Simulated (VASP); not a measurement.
Output of a VASP run:

### OUTCAR
```
 ion  position               nearest neighbor table
   1  0.333  0.667  0.250-   2 3.53   2 3.53   2 3.53   2 3.53   2 3.53   2 3.53
   2  0.667  0.333  0.750-   1 3.53   1 3.53   1 3.53   1 3.53   1 3.53   1 3.53
  LATTYP: Found a hexagonal cell.
 ALAT       =     3.6730502763
 C/A-ratio  =     1.5385348286
 Subroutine PRICEL returns:
 Original cell was already a primitive cell.
 Subroutine GETGRP returns: Found 24 space group operations
The static configuration has the point symmetry D_3d.
 The point group associated with its full space group is D_6h.
The dynamic configuration has the point symmetry D_3d.
 Subroutine INISYM returns: Found 24 space group operations
 Subroutine IBZKPT returns following result:
 Found     56 irreducible k-points:

 Following reciprocal coordinates:
            Coordinates               Weight
  0.000000  0.000000  0.000000      1.000000
  0.100000  0.000000  0.000000      6.000000
  0.200000  0.000000  0.000000      6.000000
  0.300000  0.000000  0.000000      6.000000
  0.400000 -0.000000  0.000000      6.000000
  0.500000  0.000000  0.000000      3.000000
  0.100000  0.100000  0.000000      6.000000
  0.200000  0.100000  0.000000     12.000000
  0.300000  0.100000  0.000000     12.000000
  0.400000  0.100000  0.000000     12.000000
  0.200000  0.200000  0.000000      6.000000
  0.300000  0.200000  0.000000     12.000000
  0.400000  0.200000  0.000000      6.000000
  0.300000  0.300000  0.000000      6.000000
  0.000000  0.000000  0.166667      2.000000
  0.100000  0.000000  0.166667     12.000000
  0.200000  0.000000  0.166667     12.000000
  0.300000  0.000000  0.166667     12.000000
  0.400000 -0.000000  0.166667     12.000000
  0.500000  0.000000  0.166667      6.000000
  0.100000  0.100000  0.166667     12.000000
  0.200000  0.100000  0.166667     24.000000
  0.300000  0.100000  0.166667     24.000000
  0.400000  0.100000  0.166667     24.000000
  0.200000  0.200000  0.166667     12.000000
  0.300000  0.200000  0.166667     24.000000
  0.400000  0.200000  0.166667     12.000000
  0.300000  0.300000  0.166667     12.000000
  0.000000  0.000000  0.333333      2.000000
  0.100000  0.000000  0.333333     12.000000
  0.200000  0.000000  0.333333     12.000000
  0.300000  0.000000  0.333333     12.000000
  0.400000 -0.000000  0.333333     12.000000
  0.500000  0.000000  0.333333      6.000000
  0.100000  0.100000  0.333333     12.000000
  0.200000  0.100000  0.333333     24.000000
  0.300000  0.100000  0.333333     24.000000
  0.400000  0.100000  0.333333     24.000000
  0.200000  0.200000  0.333333     12.000000
  0.300000  0.200000  0.333333     24.000000
   k-points           NKPTS =     56   k-points in BZ     NKDIM =     56   number of bands    NBANDS=     15
   number of dos      NEDOS =    301   number of ions     NIONS =      2
   total plane-waves  NPLWV =  32928
   dimension x,y,z NGX =    28 NGY =   28 NGZ =   42
   dimension x,y,z NGXF=    56 NGYF=   56 NGZF=   84
   ions per type =               2
   PREC   = accura    normal or accurate (medium, high low for compatibility)
   ISTART =      0    job   : 0-new  1-cont  2-samecut
   ICHARG =      2    charge: 1-file 2-atom 10-const
   ISPIN  =      1    spin polarized calculation?
   LNONCOLLINEAR =      F non collinear calculations
   LSORBIT =      F    spin-orbit coupling
   INIWAV =      1    electr: 0-lowe 1-rand  2-diag
   ENCUT  =  520.0 eV  38.22 Ry    6.18 a.u.   6.83  6.83 10.51*2*pi/ulx,y,z
   NELM   =    100;   NELMIN=  2; NELMDL= -5     # of ELM steps
   EDIFF  = 0.1E-05   stopping-criterion for ELM
   LREAL  =      F    real-space projection
   NLSPLINE    = F    spline interpolate recip. space projectors
   LMAXMIX     =    4 max onsite mixed and CHGCAR
   VOSKOWN=      0    Vosko Wilk Nusair interpolation
   EDIFFG = -.1E-01   stopping-criterion for IOM
   NSW    =     60    number of steps for IOM
...
```

File OSZICAR:
```
...
DAV:   3    -0.627449396586E+02   -0.93371E+01   -0.92396E+01  3248   0.500E+01
DAV:   4    -0.629770659850E+02   -0.23213E+00   -0.23211E+00  1871   0.950E+00
DAV:   5    -0.629864835166E+02   -0.94175E-02   -0.94174E-02  2407   0.131E+00    0.322E+01
DAV:   6    -0.581474467239E+02    0.48390E+01   -0.20019E+01  2088   0.196E+01    0.227E+01
DAV:   7    -0.554338667280E+02    0.27136E+01   -0.89393E+00  3136   0.120E+01    0.531E+00
DAV:   8    -0.548431718388E+02    0.59069E+00   -0.25458E+00  2964   0.111E+01    0.561E+00
DAV:   9    -0.553466566113E+02   -0.50348E+00   -0.13009E+00  1680   0.100E+01    0.388E+00
DAV:  10    -0.556266540403E+02   -0.28000E+00   -0.16257E-01  1745   0.493E+00    0.552E-01
DAV:  11    -0.556115648512E+02    0.15089E-01   -0.16242E-01  2004   0.473E+00    0.136E+00
DAV:  12    -0.556398831589E+02   -0.28318E-01   -0.60594E-02  1680   0.306E+00    0.273E-01
DAV:  13    -0.556459043155E+02   -0.60212E-02   -0.20068E-02  1729   0.198E+00    0.283E-01
DAV:  14    -0.556475164149E+02   -0.16121E-02   -0.15206E-02  1687   0.156E+00    0.336E-01
DAV:  15    -0.556466274997E+02    0.88892E-03   -0.10894E-03  2058   0.342E-01    0.359E-01
DAV:  16    -0.556577981636E+02   -0.11171E-01   -0.40338E-02  1680   0.274E+00    0.867E-02
DAV:  17    -0.556514425070E+02    0.63557E-02   -0.14743E-02  1680   0.150E+00    0.652E-02
DAV:  18    -0.556514905178E+02   -0.48011E-04   -0.23624E-04  2263   0.154E-01    0.891E-02
DAV:  19    -0.556511363168E+02    0.35420E-03   -0.89275E-04  1680   0.412E-01    0.438E-02
DAV:  20    -0.556509800681E+02    0.15625E-03   -0.48975E-04  2233   0.248E-01    0.495E-02
DAV:  21    -0.556510571119E+02   -0.77044E-04   -0.30360E-04  1694   0.211E-01    0.465E-02
DAV:  22    -0.556510564247E+02    0.68720E-06   -0.17330E-04  1708   0.165E-01    0.263E-02
DAV:  23    -0.556511064707E+02   -0.50046E-04   -0.21260E-05  1862   0.488E-02    0.134E-02
DAV:  24    -0.556511285567E+02   -0.22086E-04   -0.96533E-06  1295   0.372E-02    0.842E-03
DAV:  25    -0.556511455445E+02   -0.16988E-04   -0.10096E-05  1274   0.408E-02    0.959E-03
DAV:  26    -0.556511539121E+02   -0.83676E-05   -0.14833E-06  1302   0.164E-02    0.653E-03
DAV:  27    -0.556511592318E+02   -0.53197E-05   -0.29783E-06  1260   0.233E-02    0.402E-03
DAV:  28    -0.556511615856E+02   -0.23537E-05   -0.93225E-07  1183   0.122E-02    0.121E-03
DAV:  29    -0.556511606030E+02    0.98252E-06   -0.21835E-07   896   0.692E-03
   1 F= -.55651161E+02 E0= -.55651838E+02  d E =-.556512E+02
       N       E                     dE             d eps       ncg     rms          rms(c)
DAV:   1    -0.556514700891E+02   -0.30850E-03   -0.75036E-03  1890   0.706E-01    0.102E-01
DAV:   2    -0.556513505914E+02    0.11950E-03   -0.10652E-03  1968   0.238E-01    0.719E-02
DAV:   3    -0.556513271749E+02    0.23417E-04   -0.15794E-03  2360   0.441E-01    0.678E-02
DAV:   4    -0.556512185218E+02    0.10865E-03   -0.98529E-04  1680   0.442E-01    0.204E-02
DAV:   5    -0.556512172796E+02    0.12422E-05   -0.23332E-04  1694   0.179E-01    0.259E-02
DAV:   6    -0.556512537626E+02   -0.36483E-04   -0.70525E-05  1848   0.101E-01    0.173E-02
DAV:   7    -0.556512434202E+02    0.10342E-04   -0.36892E-05  1694   0.821E-02    0.132E-02
DAV:   8    -0.556512524660E+02   -0.90458E-05   -0.90345E-06  1246   0.344E-02    0.862E-03
DAV:   9    -0.556512535969E+02   -0.11309E-05   -0.74962E-06  1246   0.303E-02    0.262E-03
DAV:  10    -0.556512537026E+02   -0.10576E-06   -0.78932E-07   903   0.106E-02
   2 F= -.55651254E+02 E0= -.55651928E+02  d E =-.930996E-04
```

### OUTCAR
```
------------------------ aborting loop because EDIFF is reached ----------------------------------------
  FORCE on cell =-STRESS in cart. coord.  units (eV):
  Direction    XX          YY          ZZ          XY          YZ          ZX
  --------------------------------------------------------------------------------------
  Total       -0.0076874     -0.0076874      0.0036363      0.0000000      0.0000000      0.0000000
  in kB       -0.1862639     -0.1862640      0.0881062      0.0000000      0.0000000      0.0000000
  external PRESSURE =      -0.0948072 kB  Pullay stress =       0.0000000 kB
  volume of cell :       66.12
      direct lattice vectors                 reciprocal lattice vectors
     1.837098240 -3.181947771 -0.000000000     0.272168352 -0.157136457  0.000000000
     1.837098240  3.181947771  0.000000000     0.272168352  0.157136457  0.000000000
    -0.000000000  0.000000000  5.655950612     0.000000000 -0.000000000  0.176804938
 POSITION                                       TOTAL-FORCE (eV/Angst)
 -----------------------------------------------------------------------------------
      1.83710      1.06065      1.41399         0.000000      0.000000      0.000000
      1.83710     -1.06065      4.24196        -0.000000     -0.000000     -0.000000
 -----------------------------------------------------------------------------------
    total drift:                                0.000000      0.000516     -0.000010
  FREE ENERGIE OF THE ION-ELECTRON SYSTEM (eV)
  ---------------------------------------------------
  free  energy   TOTEN  =       -55.6512537026 eV

  energy  without entropy=      -55.6532754872  energy(sigma->0) =      -55.65192763

 reached required accuracy - stopping structural energy minimisation
```
(Selected blocks of OUTCAR.)

**POSCAR**
```
Y
1
    1.8365250163    -3.1809549190    -0.0000000000
    1.8365250163     3.1809549190    -0.0000000000
   -0.0000000000     0.0000000000     5.6511157772
Y
2
Direct
  0.3333330000   0.6666670000   0.2500000000
  0.6666670000   0.3333330000   0.7500000000
```

**Question.** Write an INCAR and KPOINTS that could have produced this output.

**Answer.** One answer among several that fit: the input of the run itself, SCAN meta-GGA, plane waves, VASP's PBE PAW potentials (set 64).

### KPOINTS
```
Automatic mesh
0
Gamma
10 10 6
0 0 0
```

### INCAR
```
ALGO = Normal
EDIFF = 1E-6
EDIFFG = -0.01
ENCUT = 520
IBRION = 2
ISIF = 3
ISMEAR = 1
LASPH = .True.
LCHARG = .False.
LMAXMIX = 4
LMIXTAU = .True.
LREAL = .False.
LWAVE = .False.
METAGGA = SCAN
NELM = 100
NSW = 60
PREC = Accurate
SIGMA = 0.1
SYSTEM = Y
```

POTCAR, in this order: Y_sv (PBE.64 set). Program: vasp_std.

The compound is Y in the hcp structure. This run relaxes it. Symmetry was kept, so distortions that lower it aren't found. The start is the result of an earlier pass.
